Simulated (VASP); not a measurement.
# Co on the Fe site in Fe, part 3 of 4

Wanted: what Co on the Fe site costs in Fe and how the lattice relaxes round it. The start is a cell from a database of measured crystal structures.

VASP 6.6.1, plane waves and PAW; the level of theory is named at each step.

Still holding for the runs below: The magnetic state follows from one typed start and may not be the lowest.

So far. Step 2 (The host at zero pressure): The run ended after 4 ionic steps, 0.015 eV below its first step, once forces and stress met EDIFFG = -0.02. Step 3 (The perfect supercell): The host is treated as a metal, as its relaxation found a gap under 0.3 eV or none, and only the neutral defect is run.

The database entry behind the starting cell differs from later determinations by our own check (an axis about 0.7 % long against later determinations), so it need not match the best structure at ambient conditions.

## Step 4: Reference Co

This step: SCAN, spin-polarised from a ferromagnetic start; plane waves and PAW (Co) (VASP 6.6.1).

System of this step: Co. The structure is hexagonal, space group P6_3/mmc (No. 194). Conventional cell: a = 2.510 Å, b = 2.510 Å, c = 4.071 Å, α = 90.00°, β = 90.00°, γ = 120.00°. Co has 12 Co at 2.50 to 2.51 Å nearest.

The reference for Co is its crystal, relaxed at the cutoff of the large cell.

File INCAR:

```
SYSTEM = Co
PREC = Normal
ENCUT = 300
EDIFF = 1E-05
NELM = 120
ISMEAR = 1
SIGMA = 0.1
LREAL = Auto
ALGO = Normal
METAGGA = SCAN
LASPH = .TRUE.
NBANDS = 16
ISPIN = 2
MAGMOM = 1.7 1.7
LMAXMIX = 4
LORBIT = 11
LWAVE = .FALSE.
LCHARG = .FALSE.
KPAR = 4
IBRION = 2
NSW = 25
ISIF = 3
EDIFFG = -0.02
POTIM = 0.4
```

File POSCAR:

```
Co
1.0
    2.5100000000      0.0000000000      0.0000000000
   -1.2550000000      2.1737237635      0.0000000000
    0.0000000000      0.0000000000      4.0712200000
Co
2
Direct
    0.0000000000      0.0000000000      0.0000000000
    0.3333333333      0.6666666667      0.5000000000
```

File KPOINTS:

```
Automatic mesh
0
Gamma
12 12 7
0 0 0
```

The projector-augmented-wave data sets are Co (PBE family, release 64).

The run is started by

```bash
$ mpirun -np 4 vasp_std
```

The program printed:

```text
[banner, memory and clock lines left out]
running    4 mpi-ranks, on    1 nodes
 distrk:  each k-point on    1 cores,    4 groups
 distr:  one band on    1 cores,    1 groups

 POSCAR found type information on POSCAR Co
 POSCAR found :  1 types and       2 ions
|                                                                             |
|               ----> ADVICE to this user running VASP <----                  |
|                                                                             |
|     You have a (more or less) 'small supercell' and for smaller cells       |
|     it is recommended to use the reciprocal-space projection scheme!        |
|     The real-space optimization is not efficient for small cells and it     |
|     is also less accurate ...                                               |
|     Therefore, set LREAL=.FALSE. in the INCAR file.                         |
|                                                                             |

 [... a notice as in an earlier step ...]

 LDA part: xc-table for (None), standard interpolation
 POSCAR, INCAR and KPOINTS ok, starting setup
 FFT: planning ... GRIDC
 FFT: planning ... GRID_SOFT
 FFT: planning ... GRID
 WAVECAR not read
 entering main loop
       N       E                     dE             d eps       ncg     rms          rms(c)
DAV:   1     0.312652777570E+02    0.31265E+02   -0.56317E+03  5232   0.939E+02
DAV:   2    -0.383336308813E+02   -0.69599E+02   -0.64154E+02  4928   0.201E+02
DAV:   3    -0.398178238193E+02   -0.14842E+01   -0.14681E+01  6192   0.388E+01
DAV:   4    -0.398470798272E+02   -0.29256E-01   -0.29251E-01  6848   0.414E+00
DAV:   5    -0.398472603854E+02   -0.18056E-03   -0.18056E-03  6296   0.303E-01    0.176E+01
DAV:   6    -0.352122717917E+02    0.46350E+01   -0.21981E+01  5360   0.936E+01    0.101E+01
DAV:   7    -0.344095698379E+02    0.80270E+00   -0.25416E+00  6088   0.300E+01    0.458E+00
DAV:   8    -0.344310909682E+02   -0.21521E-01   -0.11343E-01  6120   0.311E+00    0.186E+00
DAV:   9    -0.344001816731E+02    0.30909E-01   -0.23325E-02  6640   0.179E+00    0.632E-01
DAV:  10    -0.343945964578E+02    0.55852E-02   -0.10708E-02  5488   0.115E+00    0.218E-01
DAV:  11    -0.343914250433E+02    0.31714E-02   -0.30599E-03  6416   0.834E-01    0.109E-01
DAV:  12    -0.343913605226E+02    0.64521E-04   -0.19447E-04  6072   0.151E-01    0.667E-02
DAV:  13    -0.343918833609E+02   -0.52284E-03   -0.18055E-04  6048   0.167E-01    0.377E-02
DAV:  14    -0.343918535646E+02    0.29796E-04   -0.43078E-05  5560   0.726E-02    0.150E-02
DAV:  15    -0.343921153053E+02   -0.26174E-03   -0.18553E-05  5192   0.506E-02    0.102E-02
DAV:  16    -0.343920212927E+02    0.94013E-04   -0.24587E-06  2888   0.183E-02    0.496E-03
DAV:  17    -0.343919808307E+02    0.40462E-04   -0.36854E-07  2632   0.690E-03    0.263E-03
DAV:  18    -0.343919952231E+02   -0.14392E-04   -0.20216E-07  2624   0.586E-03    0.687E-04
DAV:  19    -0.343919976570E+02   -0.24339E-05   -0.41833E-08  2576   0.205E-03
   1 F= -.34391998E+02 E0= -.34392296E+02  d E =-.343920E+02  mag=     3.5893
 curvature:   0.00 expect dE= 0.000E+00 dE for cont linesearch  0.000E+00
 trial: gam= 0.00000 g(F)=  0.175E-41 g(S)=  0.233E+00 ort = 0.000E+00 (trialstep = 0.100E+01)
 search vector abs. value=  0.233E+00
 bond charge predicted
       N       E                     dE             d eps       ncg     rms          rms(c)
DAV:   1    -0.373876845420E+02   -0.29957E+01   -0.30205E+01  4864   0.961E+01    0.147E+01
DAV:   2    -0.346177232356E+02    0.27700E+01   -0.80546E+00  5704   0.629E+01    0.913E+00
DAV:   3    -0.344524363472E+02    0.16529E+00   -0.58273E-01  6280   0.137E+01    0.403E+00
DAV:   4    -0.344093634554E+02    0.43073E-01   -0.42796E-02  5304   0.247E+00    0.133E+00
DAV:   5    -0.343881874313E+02    0.21176E-01   -0.14297E-02  6480   0.185E+00    0.614E-01
DAV:   6    -0.343859658188E+02    0.22216E-02   -0.10034E-02  5664   0.141E+00    0.316E-01
DAV:   7    -0.343877956691E+02   -0.18299E-02   -0.11509E-03  5864   0.389E-01    0.140E-01
DAV:   8    -0.343881775835E+02   -0.38191E-03   -0.19905E-04  5400   0.162E-01    0.518E-02
DAV:   9    -0.343884334133E+02   -0.25583E-03   -0.30322E-05  5656   0.691E-02    0.238E-02
DAV:  10    -0.343884430500E+02   -0.96367E-05   -0.74492E-06  2632   0.427E-02
   2 F= -.34388443E+02 E0= -.34388475E+02  d E =0.355461E-02  mag=     3.4106
[...]
3 F= -.34446393E+02 E0= -.34446522E+02  d E =-.543952E-01  mag=     3.5538
[...]
4 F= -.34445560E+02 E0= -.34445759E+02  d E =-.535619E-01  mag=     3.5211
[...]
5 F= -.34445128E+02 E0= -.34445340E+02  d E =-.531308E-01  mag=     3.5178
[...]
6 F= -.34446234E+02 E0= -.34446402E+02  d E =-.110567E-02  mag=     3.5333
[...]
7 F= -.34446227E+02 E0= -.34446395E+02  d E =-.109834E-02  mag=     3.5332
[...]
8 F= -.34446139E+02 E0= -.34446310E+02  d E =-.101027E-02  mag=     3.5318
 curvature:  -0.41 expect dE=-0.367E-04 dE for cont linesearch -0.170E-06
 trial: gam= 0.22019 g(F)=  0.541E-46 g(S)=  0.897E-04 ort =-0.140E-04 (trialstep = 0.898E+00)
 search vector abs. value=  0.106E-03
 bond charge predicted
       N       E                     dE             d eps       ncg     rms          rms(c)
DAV:   1    -0.344465004874E+02   -0.35356E-03   -0.70048E-03  5360   0.956E-01    0.132E-01
DAV:   2    -0.344458740684E+02    0.62642E-03   -0.72638E-04  6056   0.547E-01    0.809E-02
DAV:   3    -0.344459509386E+02   -0.76870E-04   -0.80543E-05  6064   0.163E-01    0.459E-02
DAV:   4    -0.344458982170E+02    0.52722E-04   -0.11026E-05  3392   0.402E-02    0.136E-02
DAV:   5    -0.344459251181E+02   -0.26901E-04   -0.59818E-06  2456   0.296E-02    0.516E-03
DAV:   6    -0.344459139703E+02    0.11148E-04   -0.15800E-06  2432   0.162E-02    0.344E-03
DAV:   7    -0.344459103849E+02    0.35854E-05   -0.53997E-07  2432   0.866E-03
   9 F= -.34445910E+02 E0= -.34446085E+02  d E =0.228368E-03  mag=     3.5331
 trial-energy change:    0.000228  1 .order   -0.000025   -0.000078    0.000027
 step:   0.6653(harm=  0.6653)  dis= 0.00000  next Energy=   -34.446168 (dE=-0.288E-04)
 reached required accuracy - stopping structural energy minimisation
```

Wall time 82 s (4 MPI ranks of Intel Xeon 6975P-C (Granite Rapids), shared host); peak memory 0.5 GiB.

OUTCAR, selected parts (step 4):

```text
  LATTYP: Found a hexagonal cell.
 ALAT       =     2.5100000000
 C/A-ratio  =     1.6220000000

 Subroutine GETGRP returns: Found 24 space group operations
 (whereof 12 operations were pure point group operations)

The static configuration has the point symmetry D_3h.
 The point group associated with its full space group is D_6h.

 Found     76 irreducible k-points:

   k-points           NKPTS =     76   k-points in BZ     NKDIM =     76   number of bands    NBANDS=     16

   dimension x,y,z NGX =    12 NGY =   12 NGZ =   18
   dimension x,y,z NGXF=    24 NGYF=   24 NGZF=   36

   ENCUT  =  300.0 eV  22.05 Ry    4.70 a.u.   3.54  3.54  5.75*2*pi/ulx,y,z

   NELECT =      18.0000    total number of electrons

 E-fermi :  10.8484

 spin component 1
 k-point     1 :       0.0000    0.0000    0.0000
  band No.  band energies     occupation
    ...
      8       8.1374      1.00000
      9       8.1375      1.00000
     10       9.2552      1.00000
     11       9.2553      1.00000
     12      10.3760      1.00000
     13      17.2160      0.00000
     14      33.9494      0.00000
     15      37.1448      0.00000
     16      37.1454      0.00000

 k-point     2 :       0.0833   -0.0000    0.0000
  band No.  band energies     occupation
    ...
      7       7.9217      1.00000
      8       7.9820      1.00000
      9       8.0637      1.00000
     10       8.5206      1.00000
     11       9.2850      1.00000
     12      11.4403     -0.00000
     13      17.2648      0.00000
     14      32.1221      0.00000
     15      34.6072      0.00000
     16      34.8191      0.00000

 k-point     3 :       0.1667   -0.0000    0.0000
  band No.  band energies     occupation
    ...
      7       7.9624      1.00000
      8       7.9922      1.00000
      9       8.0953      1.00000
     10       8.2244      1.00000
     11       9.3478      1.00000
     12      13.1320      0.00000
     13      17.4311      0.00000
     14      28.1170      0.00000
     15      32.2623      0.00000
     16      33.4886      0.00000

 k-point     4 :       0.2500   -0.0000    0.0000
  band No.  band energies     occupation
    ...
      7       7.8675      1.00000
      8       8.4568      1.00000
      9       8.4639      1.00000
     10       8.6583      1.00000
     11       9.4059      1.00000
     12      15.0609      0.00000
     13      17.7479      0.00000
     14      24.1750      0.00000
     15      30.0513      0.00000
     16      31.8347      0.00000

  Total        0.0177149      0.0177149      0.0001394      0.0000000      0.0000000      0.0000000
  in kB        1.3658697      1.3658697      0.0107486      0.0000000      0.0000000      0.0000000
  external PRESSURE =       0.9141627 kB  Pullay stress =       0.0000000 kB

  energy-cutoff  :      300.00
  volume of cell :       20.78
      direct lattice vectors                 reciprocal lattice vectors
     2.448426806  0.000000000  0.000000000     0.408425523  0.235804586  0.000000000
    -1.224213403  2.120399814 -0.000000000    -0.000000000  0.471609172  0.000000000
     0.000000000 -0.000000000  4.002537766    -0.000000000  0.000000000  0.249841490

 POSITION                                       TOTAL-FORCE (eV/Angst)
 -----------------------------------------------------------------------------------
      2.44843     -0.00000      4.00254        -0.000000     -0.000000      0.000000
     -0.00000      1.41360      2.00127         0.000000      0.000000      0.000000
 -----------------------------------------------------------------------------------
    total drift:                               -0.000000      0.000000     -0.000000

  FREE ENERGIE OF THE ION-ELECTRON SYSTEM (eV)
  ---------------------------------------------------
  free  energy   TOTEN  =       -34.4459103849 eV

  energy  without entropy=      -34.4464328507  energy(sigma->0) =      -34.44608454

 total charge
# of ion       s       p       d       tot
------------------------------------------
    1        0.533   0.602   7.234   8.369
    2        0.533   0.602   7.234   8.369
--------------------------------------------------
tot          1.065   1.204  14.468  16.737

 magnetization (x)
# of ion       s       p       d       tot
------------------------------------------
    1       -0.009  -0.074   1.900   1.818
    2       -0.009  -0.074   1.900   1.818
--------------------------------------------------
tot         -0.017  -0.147   3.801   3.636

[... 1 part as in an earlier step ...]

[... 11 further parts left out ...]
```

CONTCAR:

```
Co
   1.00000000000000
     2.4484268064763306    0.0000000000000000    0.0000000000000000
    -1.2242134032381653    2.1203998137162894   -0.0000000000000000
     0.0000000000000000   -0.0000000000000000    4.0025377659337726
  Co
     2
Direct
     1.0000000000000000    0.0000000000000000    1.0000000000000000
     0.3333333332999970    0.6666666667000030    0.5000000000000000
```

The run keeps the 24 symmetry operations of its start, so it cannot find a distortion of lower symmetry.

Relaxation path:

```tsv
step	energy less that of the first step (eV)	largest force (eV/Å)	pressure (GPa)	volume (Å³)
1	0.0000	0.0000	-14.41	22.21
2	0.0036	0.0000	14.07	19.74
3	-0.0544	0.0000	-3.25	21.03
4	-0.0536	0.0000	0.02	20.76
5	-0.0531	0.0000	0.48	20.74
6	-0.0542	0.0000	-0.33	20.80
7	-0.0542	0.0000	-0.31	20.80
8	-0.0541	0.0000	-0.23	20.80
9	-0.0539	0.0000	0.09	20.78
```

```tsv
conventional cell, symmetrised	before	after	change
a (Å)	2.510	2.448	-2.5 %
b (Å)	2.510	2.448	-2.5 %
c (Å)	4.071	4.003	-1.7 %
volume (Å³/atom)	11.11	10.39	-6.5 %
```

Final coordinates:

```cif
data_structure
_symmetry_space_group_name_H-M 'P 1'
_symmetry_Int_Tables_number 1
_cell_length_a 2.4484
_cell_length_b 2.4484
_cell_length_c 4.0025
_cell_angle_alpha 90.000
_cell_angle_beta 90.000
_cell_angle_gamma 120.000
_cell_volume 20.78
loop_
_atom_site_label
_atom_site_type_symbol
_atom_site_fract_x
_atom_site_fract_y
_atom_site_fract_z
_atom_site_occupancy
Co1 Co 0.00000 0.00000 0.00000 1
Co2 Co 0.33333 0.66667 0.50000 1
```

Numbers from this step:

```yaml
electronic_cycles: 82
electrons: 18
free_energy_toten: -34.45 eV
energy_at_zero_smearing: -34.45 eV
fermi_energy: 10.85 eV
moment_of_the_cell_from_the_last_line_of_the_log: 3.533 μB
```

Spin moment in the PAW sphere by atom:

```tsv
atom	spin moment in the PAW sphere (μB)
Co1	1.82
Co2	1.82
```

The run ended after 9 ionic steps, 0.054 eV below its first step, once forces and stress met EDIFFG = -0.02.

Energy at zero smearing: -34.44608 eV.

(Continued in part 4 of 4.)

[Lines on the potential files, build, host, timing and source positions are cut from VASP's logs without a mark.]

[Logs are printed without paths, hosts, clocks, repeated set-up lines and the standing remarks that a program may print on its own settings, such as how far it seeks lower states.]

[Hosts, paths, dates, database ids (printed as entryN), source tags and the programs' standing remarks are cut or masked in the printed files.]

[In band tables of VASP the shares of atoms and orbitals are scaled to a sum of 1 inside the atoms' spheres.]

[Runs that stopped without an error message from VASP are left out.]
